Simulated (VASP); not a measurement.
Calculation: PBE GGA, VASP's PBE PAW potentials (set 64) (plane waves; VASP).

Input for VASP

File POSCAR:
```
CoSi2
1.0
  0.0000000000   2.7336000000   2.7336000000
  2.7336000000   0.0000000000   2.7336000000
  2.7336000000   2.7336000000   0.0000000000
Co Si
1 2
Cartesian
  0.0000000000   0.0000000000   0.0000000000
  1.3668000000   1.3668000000   1.3668000000
  4.1004000000   4.1004000000   4.1004000000
```

File KPOINTS:
```
Automatic mesh
0
G
9 9 9
```

### INCAR
```
SYSTEM = CoSi2
PREC = Accurate
ENCUT = 400
EDIFF = 1E-6
NELM = 100
ALGO = Normal
LREAL = .FALSE.
LASPH = .TRUE.
ISMEAR = 1
SIGMA = 0.1
GGA = PE
LMAXMIX = 4
LWAVE = .FALSE.
LCHARG = .FALSE.
ISIF = 2
AMIX = 0.2
BMIX = 0.0001
IMIX = 4
```

POTCAR, in this order: Co Si (PBE.64 set). Program: vasp_std.

Output

File OSZICAR:
```
       N       E                     dE             d eps       ncg     rms          rms(c)
DAV:   1     0.601935714785E+02    0.60194E+02   -0.57892E+03   840   0.107E+03
DAV:   2    -0.170960480400E+02   -0.77290E+02   -0.71935E+02   852   0.232E+02
DAV:   3    -0.205546112638E+02   -0.34586E+01   -0.33270E+01  1080   0.561E+01
DAV:   4    -0.206377307649E+02   -0.83120E-01   -0.82963E-01  1012   0.855E+00
DAV:   5    -0.206404407685E+02   -0.27100E-02   -0.27088E-02  1148   0.153E+00    0.138E+01
DAV:   6    -0.203150863230E+02    0.32535E+00   -0.15455E+01  1132   0.782E+01    0.831E+00
DAV:   7    -0.193424696769E+02    0.97262E+00   -0.36872E+00  1208   0.441E+01    0.453E+00
DAV:   8    -0.192507576256E+02    0.91712E-01   -0.38384E-01  1124   0.521E+00    0.217E+00
DAV:   9    -0.192191321421E+02    0.31625E-01   -0.12561E-01  1076   0.735E+00    0.489E-01
DAV:  10    -0.192190116098E+02    0.12053E-03   -0.64275E-03  1040   0.144E+00    0.349E-01
DAV:  11    -0.192178379167E+02    0.11737E-02   -0.32697E-03  1324   0.108E+00    0.457E-02
DAV:  12    -0.192178732838E+02   -0.35367E-04   -0.26373E-04  1300   0.187E-01    0.393E-02
DAV:  13    -0.192178552104E+02    0.18073E-04   -0.51808E-05  1304   0.129E-01    0.949E-03
DAV:  14    -0.192178545652E+02    0.64527E-06   -0.22234E-06   792   0.126E-02
   1 F= -.19217855E+02 E0= -.19217874E+02  d E =0.598018E-04
```

**OUTCAR**
```
------------------------ aborting loop because EDIFF is reached ----------------------------------------
  FORCE on cell =-STRESS in cart. coord.  units (eV):
  Direction    XX          YY          ZZ          XY          YZ          ZX
  --------------------------------------------------------------------------------------
  Total       -2.3833788     -2.3833788     -2.3833788     -0.0000000     -0.0000000      0.0000000
  in kB      -93.4692489    -93.4692489    -93.4692489     -0.0000000     -0.0000000      0.0000000
  external PRESSURE =     -93.4692489 kB  Pullay stress =       0.0000000 kB
  volume of cell :       40.85
      direct lattice vectors                 reciprocal lattice vectors
     0.000000000  2.733600000  2.733600000    -0.182908984  0.182908984  0.182908984
     2.733600000  0.000000000  2.733600000     0.182908984 -0.182908984  0.182908984
     2.733600000  2.733600000  0.000000000     0.182908984  0.182908984 -0.182908984
 POSITION                                       TOTAL-FORCE (eV/Angst)
 -----------------------------------------------------------------------------------
      0.00000      0.00000      0.00000        -0.000000     -0.000000     -0.000000
      1.36680      1.36680      1.36680         0.000000      0.000000      0.000000
      4.10040      4.10040      4.10040        -0.000000     -0.000000     -0.000000
 -----------------------------------------------------------------------------------
    total drift:                               -0.000000     -0.000000      0.000000
  FREE ENERGIE OF THE ION-ELECTRON SYSTEM (eV)
  ---------------------------------------------------
  free  energy   TOTEN  =       -19.2178545652 eV

  energy  without entropy=      -19.2179143670  energy(sigma->0) =      -19.21787450
```
(Selected blocks of OUTCAR.)

The compound is CoSi2 in the fluorite structure. The cell was not relaxed at this level. The run is one of a series of settings (AMIX = 0.2, BMIX = 0.0001, IMIX = 4 against the base run), some of them coarse on purpose. The run is not spin-polarised, so no magnetic state was tried. The electron count is odd and the run is not spin-polarised, which forces a metal.
